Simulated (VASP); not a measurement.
Consider the following.

```xyz
2
Lattice="0.0000 2.4017 2.4017 2.4017 0.0000 2.4017 2.4017 2.4017 0.0000" Properties=species:S:1:pos:R:3 pbc="T T T"
Zr     0.0000     0.0000     0.0000
C      2.4017     2.4017     2.4017
```

All values below come from PBE GGA, VASP's PBE PAW potentials (set 64) (plane waves; VASP). Settings: 520 eV cut-off, 13×13×13 Γ-centred mesh, first-order Methfessel-Paxton smearing of 0.10 eV, potentials Zr_sv C.

Q: The job: ZrC (rock salt), 2 atoms, PBE, static run, 520 eV, 13×13×13 Γ-centred mesh. Roughly how much core time does it take on a busy server core?

A: About 20 core-seconds (one run on a shared machine, a rough figure). It had 84 irreducible k-points, 12 bands, up to 757 plane waves and 14 electronic steps.

The compound is ZrC in the rock salt structure. This cell is one point of a volume scan, at 1.06 of the reference volume.
